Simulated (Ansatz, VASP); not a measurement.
# Cross-check of Ti5Si4 (Ti5Si4 (P4_12_12)) between VASP and Ansatz

Aim: how closely do two programs agree when they are given the same cell, functional and k mesh? Of the first pair: The structure shown is the start of the Ansatz relaxation below; VASP solves that cell, so the two are compared at the walk's first step.

Method: plane waves, with VASP 6.6.1 beside it; single point at PBEsol, in Ansatz 0.2.0.

**1. The structure**

The structure is tetragonal, space group P4_12_12 (No. 92). The conventional cell has a = 6.689 Å, b = 6.689 Å, c = 12.158 Å, α = 90.00°, β = 90.00°, γ = 90.00°. Nearest to Ti lie 6 Si at 2.46 to 2.62 Å and 1 Ti at 2.84 Å. Nearest to Ti lie 7 Si at 2.59 to 2.86 Å. Nearest to Ti lie 6 Si at 2.57 to 2.70 Å and 2 Ti at 2.84 Å. Nearest to Si lie 1 Si at 2.41 Å and 8 Ti at 2.50 to 2.85 Å. Si has 1 Si at 2.41 Å and 8 Ti at 2.46 to 2.86 Å nearest. Farther neighbours are not listed.

**2. Ansatz: relaxation, PBEsol**

Ansatz runs on its PAW soft_1 files.

The two programs are compared at the cell with which this relaxation starts, whose forces are those of its first step.

File input.yaml:

```yaml
crystal:
  lattice:
    - [6.6889649, 0.0, 0.0]
    - [0.0, 6.6889649, 0.0]
    - [0.0, 0.0, 12.1576046]
  atoms:
    - { symbol: Ti, position: [0.99586227, 0.14908996, 0.6220688] }
    - { symbol: Ti, position: [0.35091004, 0.49586227, 0.8720688] }
    - { symbol: Ti, position: [0.64908996, 0.50413773, 0.3720688] }
    - { symbol: Ti, position: [0.49586227, 0.35091004, 0.1279312] }
    - { symbol: Ti, position: [0.50413773, 0.64908996, 0.6279312] }
    - { symbol: Ti, position: [0.00413773, 0.85091004, 0.1220688] }
    - { symbol: Ti, position: [0.14908996, 0.99586227, 0.3779312] }
    - { symbol: Ti, position: [0.85091004, 0.00413773, 0.8779312] }
    - { symbol: Ti, position: [0.00256245, 0.34535309, 0.2178602] }
    - { symbol: Ti, position: [0.15464691, 0.50256245, 0.4678602] }
    - { symbol: Ti, position: [0.84535309, 0.49743755, 0.9678602] }
    - { symbol: Ti, position: [0.50256245, 0.15464691, 0.5321398] }
    - { symbol: Ti, position: [0.49743755, 0.84535309, 0.0321398] }
    - { symbol: Ti, position: [0.99743755, 0.65464691, 0.7178602] }
    - { symbol: Ti, position: [0.34535309, 0.00256245, 0.7821398] }
    - { symbol: Ti, position: [0.65464691, 0.99743755, 0.2821398] }
    - { symbol: Ti, position: [0.1711276, 0.1711276, 0.0] }
    - { symbol: Ti, position: [0.3288724, 0.6711276, 0.25] }
    - { symbol: Ti, position: [0.6711276, 0.3288724, 0.75] }
    - { symbol: Ti, position: [0.8288724, 0.8288724, 0.5] }
    - { symbol: Si, position: [0.04535421, 0.30087658, 0.81315346] }
    - { symbol: Si, position: [0.19912342, 0.54535421, 0.06315346] }
    - { symbol: Si, position: [0.80087658, 0.45464579, 0.56315346] }
    - { symbol: Si, position: [0.54535421, 0.19912342, 0.93684654] }
    - { symbol: Si, position: [0.45464579, 0.80087658, 0.43684654] }
    - { symbol: Si, position: [0.95464579, 0.69912342, 0.31315346] }
    - { symbol: Si, position: [0.30087658, 0.04535421, 0.18684654] }
    - { symbol: Si, position: [0.69912342, 0.95464579, 0.68684654] }
    - { symbol: Si, position: [0.2942325, 0.35763964, 0.67280954] }
    - { symbol: Si, position: [0.14236036, 0.7942325, 0.92280954] }
    - { symbol: Si, position: [0.85763964, 0.2057675, 0.42280954] }
    - { symbol: Si, position: [0.7942325, 0.14236036, 0.07719046] }
    - { symbol: Si, position: [0.2057675, 0.85763964, 0.57719046] }
    - { symbol: Si, position: [0.7057675, 0.64236036, 0.17280954] }
    - { symbol: Si, position: [0.35763964, 0.2942325, 0.32719046] }
    - { symbol: Si, position: [0.64236036, 0.7057675, 0.82719046] }
basis:
  ecutwfc: 420
  xc_grid: 2
hamiltonian:
  xc: pbesol
  pseudopotentials: { kind: paw, azcp: { folder: soft_1 }, xc_functional: pbe }
kpoints:
  mp_grid: { grid: [6, 6, 4] }
scf:
  occupations: { method: fermi_dirac, width: 0.05 }
  max_iter: 150
output:
  forces: true
  stress: true
relax:
  f_tol: 0.01
  max_steps: 60
  cell: {}
checkpoint:
  write: "../pbesol.run"
  compress: false
  write_wavefunctions: false
  write_every: 100000
```

Launch:

```bash
> ansatz run input.yaml --threads 4 --pin off --max-ram 6594MiB --backend cpu --events-out ev --progress --plain --runs-dir out
```

Numbers of over 12 decimals in the logs are rounded to 6 here.

Log:

```text
Engine: ansatz 0.2.0, x86_64-unknown-linux-gnu
Pseudopotentials: kind: paw
Pseudopotential: Ti, paw, valence charge 12, recommended cutoff 420 eV (normal), soft_1/Ti.paw.azcp
Pseudopotential: Si, paw, valence charge 4, recommended cutoff 420 eV (normal), soft_1/Si.paw.azcp
Functional definition: PBEsol
  exchange = pbesol_x
  correlation = pbesol_c
Crystal: 36 atoms, lattice volume = 543.959 Å³
Basis set: ecut = 420 eV, 10609 PW (Γ), exchange–correlation on 90×90×180 points (8 copies of the dense FFT grid, shifted against one another)
Bands: 188, of which v1, the nominal top of the filled ones, is band 152 counted from 1 (151 counted from 0)
Symmetry: 8 space group operations
Space group: P41212 (ITA 92), of the structure as read, at distance tolerance 8.2e-5 Å
k-points: 30 of 144 (time reversal used)
Non-local potential: Ti, projectors of the file, l = 0: 3, l = 1: 2, l = 2: 3, l = 3: 1
Non-local potential: Si, projectors of the file, l = 0: 2, l = 1: 2, l = 2: 1
PAW form: soft (Blöchl's): semilocal exchange-correlation on the pseudo side does not see the compensation charge
PAW frozen core: Ti, regenerated for the run's functional, and the local potential with it (the file was generated under x = pbe(κ = 0.804, μ = 0.219515), c = pbe(β = 0.066725))
PAW frozen core: Si, regenerated for the run's functional, and the local potential with it (the file was generated under x = pbe(κ = 0.804, μ = 0.219515), c = pbe(β = 0.066725))
PAW one-centre angular grid: Ti, 590 points (default); XC on 64 Gauss nodes
PAW one-centre angular grid: Si, 110 points (default); XC on 64 Gauss nodes
Initial density: superposition of atomic densities (chi_scale 0.1, normalization cell, long waves kept (reshape's long-wave potential 0.00 eV rms))
Initial wavefunctions: pseudopotential atomic-orbital guess
Functional: x = pbesol(κ = 0.804, μ = 0.123457), c = pbesol(β = 0.046)
SCF iter   1: F=—  HF=-59460.727698 eV  |F-HF|=—  |Δ(HF+E_count)|=         —  Δρ=6.51e-2  dr2=4.83e1  ethr=3.10e-3  ⟨swp⟩=6.0  Hψ=21796  notcnv=0
preconditioner: auto → Kerker (q_TF=auto, 2.476 Å⁻¹)  [metal: Δε(μ)=0.005 eV  Ē_g=5.273 eV  σ=0.050 eV  W_gap=0.03  n_scr=148 (ndim 8)  ℏωp=19.1 eV  f_vac=0.000  D(μ)=19.41/eV (n_scr^D=148)]
SCF iter   2: F=—  HF=-59454.392818 eV  |F-HF|=—  |Δ(HF+E_count)|=    6.33e0  Δρ=2.41e-2  dr2=7.94e0  ethr=3.10e-3  ⟨swp⟩=4.0  Hψ=12303  notcnv=0  defer=416
SCF iter   3: F=—  HF=-59453.219061 eV  |F-HF|=—  |Δ(HF+E_count)|=    1.17e0  Δρ=9.18e-3  dr2=5.15e-1  ethr=2.61e-3  ⟨swp⟩=3.8  Hψ=7192  notcnv=0  defer=416
SCF iter   4: F=—  HF=-59453.105732 eV  |F-HF|=—  |Δ(HF+E_count)|=   1.13e-1  Δρ=3.01e-3  dr2=1.06e-1  ethr=1.69e-4  ⟨swp⟩=4.1  Hψ=9871  notcnv=0  defer=320
SCF iter   5: F=—  HF=-59453.088441 eV  |F-HF|=—  |Δ(HF+E_count)|=   1.73e-2  Δρ=7.59e-4  dr2=7.08e-3  ethr=3.50e-5  ⟨swp⟩=2.1  Hψ=7974  notcnv=0  defer=320
SCF iter   6: F=—  HF=-59453.087718 eV  |F-HF|=—  |Δ(HF+E_count)|=   7.23e-4  Δρ=2.67e-4  dr2=7.19e-4  ethr=2.33e-6  ⟨swp⟩=2.0  Hψ=6503  notcnv=0  defer=320
SCF iter   7: F=—  HF=-59453.087637 eV  |F-HF|=—  |Δ(HF+E_count)|=   8.15e-5  Δρ=5.95e-5  dr2=3.09e-5  ethr=2.37e-7  ⟨swp⟩=2.0  Hψ=6523  notcnv=0  defer=320
SCF iter   8: F=—  HF=-59453.087789 eV  |F-HF|=—  |Δ(HF+E_count)|=   1.52e-4  Δρ=1.01e-5  dr2=1.12e-6  ethr=1.02e-8  ⟨swp⟩=2.0  Hψ=7398  notcnv=0  defer=320
SCF iter   9: F=—  HF=-59453.087788 eV  |F-HF|=—  |Δ(HF+E_count)|=   2.48e-7  Δρ=3.51e-6  dr2=1.04e-7  ethr=3.29e-11  ⟨swp⟩=4.0  Hψ=17212  notcnv=0
SCF iter  10: F=-59453.087788 eV  HF=-59453.087788 eV  |F-HF|=6.38e-9  |Δ(HF+E_count)|=   1.63e-8  Δρ=1.01e-6  dr2=7.37e-9  ethr=3.29e-11  ⟨swp⟩=3.3  Hψ=13683  notcnv=0
SCF 1 converged in 10 iterations: F = -59453.087788 eV  dr2 = 7.37e-9
  greatest PAW one-centre occupation: 0.998 electrons in one spin orbital (limit 2), on the Ti atom at site 19 (counted from 0), in its partial waves of l = 0
relax step   1: F+E_penalty+E_count = -59453.08778825 eV  Δ(F+E_penalty+E_count) = +0.000e0 eV  max|allowed force component| = 1.026e-1 eV/Å  Δτ_max = 0.0000 Å  P = -2.968 GPa  Ω = 543.959 Å³  (10 SCF iters, dr2 threshold 1.00e-7 eV, accepted)
Crystal: 36 atoms, lattice volume = 529.320 Å³
Basis set: ecut = 420 eV, 10305 PW (Γ), exchange–correlation on 90×90×180 points (8 copies of the dense FFT grid, shifted against one another)
Initial density: handed on by an earlier stage of this run
Initial wavefunctions: those handed on with the density
iter 1 solved again at ethr=3.87e-5 eV; its pass at ethr=3.10e-3 eV (dr2=1.18e-1 eV) is discarded
SCF iter   1: F=—  HF=-59453.202485 eV  |F-HF|=—  |Δ(HF+E_count)|=         —  Δρ=3.28e-3  dr2=1.20e-1  ethr=3.87e-5  ⟨swp⟩=3.4  Hψ=23647  notcnv=0  defer=1
preconditioner: auto → Kerker (q_TF=auto, 2.487 Å⁻¹)  [metal: Δε(μ)=0.009 eV  Ē_g=4.921 eV  σ=0.050 eV  W_gap=0.05  n_scr=148 (ndim 8)  ℏωp=19.4 eV  f_vac=0.000  D(μ)=22.18/eV (n_scr^D=178)]
[...]
eigensolver tolerance schedule: the retry pair's looser diagonalisation over-reported the residual by 19947.04 of it (diagonalisation noise at an unbounded share of the residual, at the tolerance the schedule requests for it); recorded, not acted on — ethr = c·dr2/N_el stays at c = 1.0e-1
[...]
SCF converged after 6 iterations
Free energy (F): -59453.200955 eV
Harris-Foulkes:  -59453.200955 eV  (|F-HF|=2.91e-11)
Internal energy: -59453.013828 eV  (E = F + TS)
E sigma→0 (E₀):  -59453.107391 eV
Entropy (-TS):   -0.187127 eV (-5.198 meV/atom)
Fermi energy:    12.792197 eV
--- Per-component energies (eV) ---
  E_band       = -2762.683390
  E_kinetic    = 6314.926551
  E_local      = -19453.450587  (includes V_loc(G=0)·N_el)
  E_nonlocal   = 1614.033488
  E_hartree    = 7981.602247
  E_xc         = -3237.132505
  E_vxc        = -3713.650582  (∫ρ·V_xc dr)
  E_paw        = -28307.711920  (= ΣΔE_a)
  E_vpaw       = -3487.745902  (= ΣTr[D̂ρ^β])
  E_aug_tail   = -0.001011  (compensation charges beyond the density's cutoff)
  E_ewald      = -24368.572753
  E_core_change = 3.292661  (= ΣΔE_core)
  E_smearing   = -0.187127  (= −TS)
  E_closure    = -0.000000  (closes the sum)
  Σ components = -59453.200955   (vs F -59453.200955, Δ=0.00e0)
--- Forces (eV/Å), atoms counted from 1 ---
  atom   1  Ti     0.00097397    -0.00252307    -0.00022333
  atom   2  Ti     0.00252307     0.00097397    -0.00022333
  atom   3  Ti    -0.00252307    -0.00097397    -0.00022333
  atom   4  Ti     0.00097397     0.00252307     0.00022333
  atom   5  Ti    -0.00097397    -0.00252307     0.00022333
  atom   6  Ti    -0.00097397     0.00252307    -0.00022333
  atom   7  Ti    -0.00252307     0.00097397     0.00022333
  atom   8  Ti     0.00252307    -0.00097397     0.00022333
  atom   9  Ti    -0.00073844     0.00059217    -0.00096568
  atom  10  Ti    -0.00059217    -0.00073844    -0.00096568
  atom  11  Ti     0.00059217     0.00073844    -0.00096568
  atom  12  Ti    -0.00073844    -0.00059217     0.00096568
  atom  13  Ti     0.00073844     0.00059217     0.00096568
  atom  14  Ti     0.00073844    -0.00059217    -0.00096568
  atom  15  Ti     0.00059217    -0.00073844     0.00096568
  atom  16  Ti    -0.00059217     0.00073844     0.00096568
  atom  17  Ti     0.00061249     0.00061249    -0.00000000
  atom  18  Ti    -0.00061249     0.00061249    -0.00000000
  atom  19  Ti     0.00061249    -0.00061249     0.00000000
  atom  20  Ti    -0.00061249    -0.00061249     0.00000000
  atom  21  Si    -0.00718923     0.00132165     0.00504615
  atom  22  Si    -0.00132165    -0.00718923     0.00504615
  atom  23  Si     0.00132165     0.00718923     0.00504615
  atom  24  Si    -0.00718923    -0.00132165    -0.00504615
[...]
atom  29  Si     0.00397736     0.00043688    -0.00248866
  atom  30  Si    -0.00043688     0.00397736    -0.00248866
  atom  31  Si     0.00043688    -0.00397736    -0.00248866
  atom  32  Si     0.00397736    -0.00043688     0.00248866
  atom  33  Si    -0.00397736     0.00043688     0.00248866
  atom  34  Si    -0.00397736    -0.00043688    -0.00248866
  atom  35  Si     0.00043688     0.00397736     0.00248866
  atom  36  Si    -0.00043688    -0.00397736     0.00248866
  max |Σ_I F_I| component: 2.78e-17 eV/Å
--- Stress (GPa, compression-positive) ---
        0.003989       0.000000       0.000000
        0.000000       0.003989       0.000000
        0.000000       0.000000       0.017696
  P = ⅓ Tr σ = 0.0086 GPa (0.086 kbar)
--- Relaxed structure (4 steps of the walk, 4 accepted, 1 SCFs on fresh bases) ---
  F+E_penalty+E_count = -59453.20095502 eV   max|allowed force component| = 7.189e-3 eV/Å   (the final SCF, on the basis selected at the relaxed cell)
  cell:  # Å, volume = 532.9439 Å³
    - [6.642209, 0.0, 0.0]
    - [0.0, 6.642209, 0]
    - [0.0, 0, 12.079708]
  atoms:
    - { symbol: Ti, position: [0.995602, 0.149703, 0.621896] }
    - { symbol: Ti, position: [0.350297, 0.495602, 0.871896] }
    - { symbol: Ti, position: [0.649703, 0.504398, 0.371896] }
    - { symbol: Ti, position: [0.495602, 0.350297, 0.128104] }
    - { symbol: Ti, position: [0.504398, 0.649703, 0.628104] }
    - { symbol: Ti, position: [0.00439812, 0.850297, 0.121896] }
    - { symbol: Ti, position: [0.149703, 0.995602, 0.378104] }
    - { symbol: Ti, position: [0.850297, 0.00439812, 0.878104] }
    - { symbol: Ti, position: [0.00289381, 0.344375, 0.218279] }
    - { symbol: Ti, position: [0.155625, 0.502894, 0.468279] }
    - { symbol: Ti, position: [0.844375, 0.497106, 0.968279] }
    - { symbol: Ti, position: [0.502894, 0.155625, 0.531721] }
    - { symbol: Ti, position: [0.497106, 0.844375, 0.031721] }
    - { symbol: Ti, position: [0.997106, 0.655625, 0.718279] }
    - { symbol: Ti, position: [0.344375, 0.00289381, 0.781721] }
    - { symbol: Ti, position: [0.655625, 0.997106, 0.281721] }
    - { symbol: Ti, position: [0.170229, 0.170229, 0] }
    - { symbol: Ti, position: [0.329771, 0.670229, 0.250000] }
    - { symbol: Ti, position: [0.670229, 0.329771, 0.750000] }
    - { symbol: Ti, position: [0.829771, 0.829771, 0.500000] }
    - { symbol: Si, position: [0.043313, 0.301797, 0.813589] }
    - { symbol: Si, position: [0.198203, 0.543313, 0.063589] }
    - { symbol: Si, position: [0.801797, 0.456687, 0.563589] }
    - { symbol: Si, position: [0.543313, 0.198203, 0.936411] }
    - { symbol: Si, position: [0.456687, 0.801797, 0.436411] }
    - { symbol: Si, position: [0.956687, 0.698203, 0.313589] }
    - { symbol: Si, position: [0.301797, 0.043313, 0.186411] }
    - { symbol: Si, position: [0.698203, 0.956687, 0.686411] }
    - { symbol: Si, position: [0.294380, 0.358022, 0.672364] }
    - { symbol: Si, position: [0.141978, 0.794380, 0.922364] }
    - { symbol: Si, position: [0.858022, 0.205620, 0.422364] }
    - { symbol: Si, position: [0.794380, 0.141978, 0.077636] }
    - { symbol: Si, position: [0.205620, 0.858022, 0.577636] }
    - { symbol: Si, position: [0.705620, 0.641978, 0.172364] }
    - { symbol: Si, position: [0.358022, 0.294380, 0.327636] }
    - { symbol: Si, position: [0.641978, 0.705620, 0.827636] }
```

The column dr2 measures how far the density is from self-consistency, as an energy; F and HF (Harris–Foulkes) agree once it is small.

**3. VASP: single point, PBEsol, start cell, pair 1**

The same cell, functional, mesh and smearing now go to VASP, with its own data sets.

Lines of VASP's logs that name or quote its potential files are left out, and so is its time.

File INCAR:

```
SYSTEM = Ti5Si4
PREC = Accurate
ENCUT = 400
EDIFF = 1E-06
NELM = 120
ISMEAR = -1
SIGMA = 0.05
LREAL = Auto
ALGO = Normal
GGA = PS
NBANDS = 180
LASPH = .TRUE.
LORBIT = 11
LWAVE = .FALSE.
LCHARG = .FALSE.
ISIF = 2
GGA_COMPAT = .FALSE.
KPAR = 4
```

File POSCAR:

```
Ti5Si4
1.0
    6.6889650000      0.0000000000      0.0000000000
    0.0000000000      6.6889650000      0.0000000000
    0.0000000000      0.0000000000     12.1576050000
Ti Si
20 16
Direct
    0.9958623270      0.1490899937      0.6220688100
    0.3509100810      0.4958622522      0.8720688100
    0.6490900685      0.5041377477      0.3720688100
    0.4958623270      0.3509100062      0.1279311900
    0.5041378225      0.6490899937      0.6279311900
    0.0041378225      0.8509100062      0.1220688100
    0.1490900685      0.9958622522      0.3779311900
    0.8509100810      0.0041377477      0.8779311900
    0.0025625415      0.3453530927      0.2178601994
    0.1546469820      0.5025624666      0.4678601994
    0.8453531675      0.4974375332      0.9678601994
    0.5025625414      0.1546469072      0.5321398006
    0.4974376080      0.8453530927      0.0321398006
    0.9974376080      0.6546469072      0.7178601994
    0.3453531675      0.0025624667      0.7821398006
    0.6546469820      0.9974375332      0.2821398006
    0.1711277081      0.1711276333      1.0000000000
    0.3288724414      0.6711276333      0.2500000000
    0.6711277081      0.3288723666      0.7500000000
    0.8288724414      0.8288723666      0.5000000000
    0.0453542887      0.3008765556      0.8131534542
    0.1991235191      0.5453542140      0.0631534542
    0.8008766304      0.4546457860      0.5631534542
    0.5453542888      0.1991234443      0.9368465458
    0.4546458608      0.8008765556      0.4368465458
    0.9546458608      0.6991234443      0.3131534542
    0.3008766304      0.0453542140      0.1868465458
    0.6991235191      0.9546457860      0.6868465458
    0.2942325531      0.3576396348      0.6728095398
    0.1423604399      0.7942324784      0.9228095398
    0.8576397096      0.2057675215      0.4228095398
    0.7942325532      0.1423603651      0.0771904602
    0.2057675963      0.8576396348      0.5771904602
    0.7057675964      0.6423603651      0.1728095398
    0.3576397096      0.2942324784      0.3271904602
    0.6423604399      0.7057675216      0.8271904602
```

File KPOINTS:

```
Automatic mesh
0
Gamma
6 6 4
0 0 0
```

Potentials, in the order of the species: Ti_sv and Si (PBE family, release 64).

Launch:

```bash
> mpirun -np 4 vasp_std
```

Log:

```text
[banner, memory and clock lines left out]
running    4 mpi-ranks, on    1 nodes
[...]
|                                                                             |
|               ----> ADVICE to this user running VASP <----                  |
|                                                                             |
|     You enforced a specific xc type in the INCAR file but a different       |
|     [... a line on the potential file left out ...]
|     I HOPE YOU KNOW WHAT YOU ARE DOING!                                     |
|                                                                             |

 LDA part: xc-table for (Slater+PW92), standard interpolation
 POSCAR, INCAR and KPOINTS ok, starting setup
[...]
entering main loop
       N       E                     dE             d eps       ncg     rms          rms(c)
DAV:   1     0.387253173676E+04    0.38725E+04   -0.12213E+05 10824   0.164E+03
DAV:   2     0.302119744406E+03   -0.35704E+04   -0.34783E+04 10800   0.565E+02
DAV:   3    -0.254382332290E+03   -0.55650E+03   -0.53747E+03 15736   0.196E+02
DAV:   4    -0.328034370033E+03   -0.73652E+02   -0.72842E+02 15432   0.625E+01
[...]
DAV:  16    -0.289756656909E+03   -0.95605E-05   -0.44571E-05 15272   0.208E-02    0.146E-02
DAV:  17    -0.289756654608E+03    0.23013E-05   -0.14300E-05 12704   0.168E-02    0.398E-03
DAV:  18    -0.289756654402E+03    0.20586E-06   -0.17514E-06  8384   0.471E-03
   1 F= -.28975665E+03 E0= -.28966033E+03  d E =-.192654E+00
```

From OUTCAR (step 3):

```text
  Total      -11.1131030    -11.1131030    -10.0865741     -0.0000000     -0.0000000      0.0000000
  in kB      -32.7325655    -32.7325655    -29.7090244     -0.0000000     -0.0000000      0.0000000
  external PRESSURE =     -31.7247185 kB  Pullay stress =       0.0000000 kB

 POSITION                                       TOTAL-FORCE (eV/Angst)
 -----------------------------------------------------------------------------------
      6.66129      0.99726      7.56287        -0.039200     -0.019954     -0.017575
      2.34723      3.31681     10.60227         0.019954     -0.039200     -0.017575
      4.34174      3.37216      4.52347        -0.019954      0.039200     -0.017575
      3.31681      2.34722      1.55534        -0.039200      0.019954      0.017575
      3.37216      4.34174      7.63414         0.039200     -0.019954      0.017575
      0.02768      5.69171      1.48406         0.039200      0.019954     -0.017575
      0.99726      6.66129      4.59474        -0.019954     -0.039200      0.017575
      5.69171      0.02768     10.67354         0.019954      0.039200      0.017575
      0.01714      2.31005      2.64866         0.018998      0.013449     -0.003046
      1.03443      3.36162      5.68806        -0.013449      0.018998     -0.003046
      5.65454      3.32734     11.76686         0.013449     -0.018998     -0.003046
      3.36162      1.03443      6.46955         0.018998     -0.013449      0.003046
      3.32734      5.65454      0.39074        -0.018998      0.013449      0.003046
      6.67183      4.37891      8.72746        -0.018998     -0.013449     -0.003046
[...]
-----------------------------------------------------------------------------------
    total drift:                                0.000027      0.000084     -0.000151

  FREE ENERGIE OF THE ION-ELECTRON SYSTEM (eV)
  ---------------------------------------------------
  free  energy   TOTEN  =      -289.7566544023 eV

  energy  without entropy=     -289.5640007386  energy(sigma->0) =     -289.66032757

[... 3 further parts left out ...]
[key lines of the parts left out:]
E-fermi :   9.1366
```

The run ends at a pressure of -3.17 GPa, with forces up to 0.13 eV/Å.

(Continued in part 2 of 2.)

[Lines on the potential files, build, host, timing and source positions are cut from VASP's logs without a mark.]

[Logs are printed without paths, hosts, clocks, repeated set-up lines and the standing remarks that a program may print on its own settings, such as how far it seeks lower states.]

[Hosts, paths, dates, database ids (printed as entryN), source tags and the programs' standing remarks are cut or masked in the printed files.]
